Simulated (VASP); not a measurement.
VASP runs on Te (space group P3_121) share one base input (PBE GGA, plane waves, VASP's PBE PAW potentials (set 64)) and change the settings named in each case.

### KPOINTS
```
Automatic
0
G
5 5 3
```

**INCAR**
```
! general
SYSTEM =Te
PREC   =Accurate
ENCUT  =300
LREAL  =F
LASPH  =T

! electronic loop
EDIFF  =1E-6
NELM   =100
ALGO   =Normal
LMAXMIX=4

! smearing
ISMEAR =-1
SIGMA  =0.05

! functional
GGA    =PE

! ions
ISIF   =2

! output
LWAVE  =F
LCHARG =F
```

POSCAR:
```
Te
12.0046920
  0.1880269815  -0.3256722455   0.0000000000
  0.1880269815   0.3256722455   0.0000000000
  0.0000000000   0.0000000000   0.5000000000
Te
3
direct
  0.0000000000   0.2630000000   0.6666670000
  0.7370000000   0.7370000000   0.0000000000
  0.2630000000   0.0000000000   0.3333330000
```

POTCAR, in this order: Te (PBE.64 set). Program: vasp_std.

```json
[
 {"change": "base run", "E(σ→0) (eV/atom)": "-3.1408", "pressure (GPa)": "0.23", "largest force (eV/Å)": "0.125"},
 {"change": "GGA = PS", "E(σ→0) (eV/atom)": "-3.4987", "pressure (GPa)": "(withheld)", "largest force (eV/Å)": "(withheld)"},
 {"change": "GGA_COMPAT = .FALSE., LNONCOLLINEAR = .TRUE., LSORBIT = .TRUE., MAGMOM = 0.0 0.0 0.0 0.0 0.0 0.0 0.0 0.0 0.0, program vasp_ncl", "E(σ→0) (eV/atom)": "-3.2573", "pressure (GPa)": "0.52", "largest force (eV/Å)": "0.158"},
 {"change": "KPOINTS 4×4×3 Γ-centred mesh", "E(σ→0) (eV/atom)": "-3.1328", "pressure (GPa)": "(withheld)", "largest force (eV/Å)": "(withheld)"}
]
```

### Question
What belongs in the gaps?

### Answer

- GGA = PS, pressure (GPa): -1.95
- GGA = PS, largest force (eV/Å): 0.086
- KPOINTS 4×4×3 Γ-centred mesh, pressure (GPa): 0.31
- KPOINTS 4×4×3 Γ-centred mesh, largest force (eV/Å): 0.103

Energies of different potentials or functionals have different zeros. Unless said otherwise, spin-orbit coupling is left out, though it shifts the bands of the heavy elements here.

Left out are runs that ran out of time, are held back, or changed the cell or the kind of run, fixed moments of cells without a moment, rows past the twelfth, gaps on odd meshes, pressures of charged cells and columns that move by less than the noise.

The structure is a typed Te crystal (P3_121). The cell was not relaxed at this level, forces remain on its atoms, its lattice was scaled by up to 2.5 %.
